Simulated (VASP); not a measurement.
Output of a VASP run:

File OSZICAR:
```
...
RMM:   4    -0.487011115509E+03    0.73468E-04   -0.10774E-03   324   0.673E-02    0.402E-02
RMM:   5    -0.487011123729E+03   -0.82198E-05   -0.22842E-04   343   0.302E-02    0.216E-02
RMM:   6    -0.487011124322E+03   -0.59243E-06   -0.41120E-05   240   0.142E-02
  16 F= -.48701112E+03 E0= -.48700546E+03  d E =-.482100E-02
       N       E                     dE             d eps       ncg     rms          rms(c)
DAV:   1    -0.487011219844E+03   -0.96114E-04   -0.18075E-02   368   0.351E-01    0.619E-02
RMM:   2    -0.487011164687E+03    0.55156E-04   -0.36341E-04   320   0.443E-02    0.198E-02
RMM:   3    -0.487011157627E+03    0.70606E-05   -0.54568E-05   273   0.171E-02    0.123E-02
RMM:   4    -0.487011155172E+03    0.24545E-05   -0.15003E-05   194   0.832E-03
  17 F= -.48701116E+03 E0= -.48700459E+03  d E =-.485186E-02
       N       E                     dE             d eps       ncg     rms          rms(c)
DAV:   1    -0.487012514216E+03   -0.13566E-02   -0.56071E-02   336   0.618E-01    0.837E-02
RMM:   2    -0.487012514445E+03   -0.22859E-06   -0.14092E-03   320   0.934E-02    0.351E-02
RMM:   3    -0.487012500208E+03    0.14237E-04   -0.20073E-04   321   0.352E-02    0.208E-02
RMM:   4    -0.487012495662E+03    0.45464E-05   -0.65629E-05   296   0.168E-02
  18 F= -.48701250E+03 E0= -.48700614E+03  d E =-.134049E-02
       N       E                     dE             d eps       ncg     rms          rms(c)
DAV:   1    -0.487012738754E+03   -0.23855E-03   -0.23032E-02   360   0.396E-01    0.551E-02
RMM:   2    -0.487012744743E+03   -0.59887E-05   -0.59260E-04   320   0.606E-02    0.241E-02
RMM:   3    -0.487012740321E+03    0.44212E-05   -0.86863E-05   323   0.229E-02    0.146E-02
RMM:   4    -0.487012738492E+03    0.18289E-05   -0.25687E-05   204   0.109E-02
  19 F= -.48701274E+03 E0= -.48700651E+03  d E =-.158332E-02
       N       E                     dE             d eps       ncg     rms          rms(c)
DAV:   1    -0.487013214480E+03   -0.47416E-03   -0.22704E-02   320   0.403E-01    0.462E-02
RMM:   2    -0.487013214716E+03   -0.23611E-06   -0.44541E-04   320   0.518E-02    0.198E-02
RMM:   3    -0.487013213575E+03    0.11419E-05   -0.82894E-05   312   0.201E-02    0.126E-02
RMM:   4    -0.487013212137E+03    0.14379E-05   -0.17333E-05   195   0.895E-03
  20 F= -.48701321E+03 E0= -.48700720E+03  d E =-.473644E-03
       N       E                     dE             d eps       ncg     rms          rms(c)
DAV:   1    -0.487013369989E+03   -0.15641E-03   -0.22138E-02   336   0.399E-01    0.458E-02
RMM:   2    -0.487013371710E+03   -0.17211E-05   -0.43555E-04   320   0.511E-02    0.199E-02
RMM:   3    -0.487013371309E+03    0.40088E-06   -0.81572E-05   309   0.199E-02    0.127E-02
RMM:   4    -0.487013369955E+03    0.13540E-05   -0.16327E-05   195   0.879E-03
  21 F= -.48701337E+03 E0= -.48700756E+03  d E =-.631462E-03
       N       E                     dE             d eps       ncg     rms          rms(c)
DAV:   1    -0.487013662706E+03   -0.29140E-03   -0.24429E-02   320   0.414E-01    0.491E-02
RMM:   2    -0.487013659998E+03    0.27077E-05   -0.44801E-04   320   0.522E-02    0.208E-02
RMM:   3    -0.487013657584E+03    0.24142E-05   -0.85725E-05   321   0.207E-02    0.132E-02
RMM:   4    -0.487013656693E+03    0.89088E-06   -0.21619E-05   201   0.972E-03
  22 F= -.48701366E+03 E0= -.48700822E+03  d E =-.286738E-03
```

**OUTCAR**
```
------------------------ aborting loop because EDIFF is reached ----------------------------------------
  FORCE on cell =-STRESS in cart. coord.  units (eV):
  Direction    XX          YY          ZZ          XY          YZ          ZX
  --------------------------------------------------------------------------------------
  Total       -5.8946321     -6.3602160     -6.0822891     -5.9610543     -6.1640559     -5.6972243
  in kB      -14.0573404    -15.1676507    -14.5048592    -14.2157419    -14.6998540    -13.5865681
  external PRESSURE =     -14.5766168 kB  Pullay stress =       0.0000000 kB
  volume of cell :      671.84
      direct lattice vectors                 reciprocal lattice vectors
     8.758331436  0.000000000  0.000000000     0.114176999  0.000000000  0.000000000
     0.000000000  8.758331436  0.000000000     0.000000000  0.114176999  0.000000000
     0.000000000  0.000000000  8.758331436     0.000000000  0.000000000  0.114176999
  FREE ENERGIE OF THE ION-ELECTRON SYSTEM (eV)
  ---------------------------------------------------
  free  energy   TOTEN  =      -487.0136566933 eV

  energy  without entropy=     -487.0027874536  energy(sigma->0) =     -487.00822207

 reached required accuracy - stopping structural energy minimisation
```
(Selected blocks of OUTCAR.)

**POSCAR**
```
C31Si33
1
    8.7583314355     0.0000000000     0.0000000000
    0.0000000000     8.7583314355    -0.0000000000
   -0.0000000000    -0.0000000000     8.7583314355
Si C
33 31
Direct
  0.5000000000   0.0000000000   0.0000000000
  0.7500000000   0.2500000000   0.0000000000
  0.7500000000   0.0000000000   0.2500000000
  0.0000000000   0.0000000000   0.0000000000
  0.2500000000   0.2500000000   0.0000000000
  0.5000000000   0.5000000000   0.0000000000
  0.7500000000   0.7500000000   0.0000000000
  0.2500000000   0.0000000000   0.2500000000
  0.5023210000   0.2556390000   0.2515680000
  0.6194760000   0.3708670000   0.3766670000
  0.7443200000   0.4950950000   0.2507830000
  0.5000000000   0.0000000000   0.5000000000
  0.7451240000   0.2475020000   0.4952490000
  0.7500000000   0.0000000000   0.7500000000
  0.0000000000   0.5000000000   0.0000000000
  0.2500000000   0.7500000000   0.0000000000
  0.0000000000   0.2500000000   0.2500000000
  0.2500000000   0.5000000000   0.2500000000
  0.5000000000   0.7500000000   0.2500000000
  0.0000000000   0.0000000000   0.5000000000
  0.2500000000   0.2500000000   0.5000000000
  0.4976020000   0.5004570000   0.4955750000
  0.7500000000   0.7500000000   0.5000000000
  0.2500000000   0.0000000000   0.7500000000
  0.5000000000   0.2500000000   0.7500000000
  0.7500000000   0.5000000000   0.7500000000
  0.0000000000   0.7500000000   0.2500000000
  0.0000000000   0.5000000000   0.5000000000
  0.2500000000   0.7500000000   0.5000000000
  0.0000000000   0.2500000000   0.7500000000
  0.2500000000   0.5000000000   0.7500000000
  0.5000000000   0.7500000000   0.7500000000
  0.0000000000   0.7500000000   0.7500000000
  0.6205560000   0.1262700000   0.1226650000
  0.8799640000   0.3789240000   0.1284400000
  0.8802160000   0.1281620000   0.3760380000
  0.1250000000   0.1250000000   0.1250000000
  0.3781330000   0.3755590000   0.1210810000
  0.6274840000   0.6194480000   0.1251510000
  0.8750000000   0.8750000000   0.1250000000
  0.3789040000   0.1262100000   0.3744880000
  0.8769430000   0.6289840000   0.3721900000
  0.6306730000   0.1204140000   0.6284030000
  0.8796940000   0.3775510000   0.6282640000
  0.8750000000   0.1250000000   0.8750000000
  0.1250000000   0.6250000000   0.1250000000
  0.3750000000   0.8750000000   0.1250000000
  0.1250000000   0.3750000000   0.3750000000
  0.3696710000   0.6215410000   0.3722810000
  0.6250000000   0.8750000000   0.3750000000
  0.1250000000   0.1250000000   0.6250000000
  0.3790660000   0.3693880000   0.6206950000
  0.6282760000   0.6215820000   0.6243370000
  0.8750000000   0.8750000000   0.6250000000
  0.3750000000   0.1250000000   0.8750000000
  0.6250000000   0.3750000000   0.8750000000
  0.8750000000   0.6250000000   0.8750000000
  0.1250000000   0.8750000000   0.3750000000
  0.1250000000   0.6250000000   0.6250000000
  0.3750000000   0.8750000000   0.6250000000
  0.1250000000   0.3750000000   0.8750000000
  0.3750000000   0.6250000000   0.8750000000
  0.6250000000   0.8750000000   0.8750000000
  0.1250000000   0.8750000000   0.8750000000
```

**Question.** Reconstruct the remaining input files.

**Answer.** This is not unique; one that fits is the input of the run itself, PBE GGA, plane waves, VASP's PBE PAW potentials (set 64).

File KPOINTS:
```
K-points
0
gamma
1 1 1
```

### INCAR
```
SYSTEM = C31Si33
PREC = Normal
ENCUT = 400
EDIFF = 1E-5
NELM = 100
ALGO = Fast
LREAL = Auto
LASPH = .TRUE.
ISMEAR = 0
SIGMA = 0.05
GGA = PE
LWAVE = .FALSE.
LCHARG = .FALSE.
NELMIN = 4
ISYM = 0
NELECT = 254.0
IBRION = 2
ISIF = 2
NSW = 60
EDIFFG = -0.03
```

POTCAR, in this order: Si C (PBE.64 set). Program: vasp_gam.

At this cut-off the stress carries a Pulay error, which pulls relaxed volumes low. The cell is charged, with a uniform compensating background. The supercell is sampled at Γ alone, which is coarse: total energies, pressure and levels can be off, energies of defects by several tenths of an eV.

The cell is a supercell with a defect, built from SiC (zinc blende): Si_C, charge +2. The run is not spin-polarised, so no state with unpaired spins was tried.
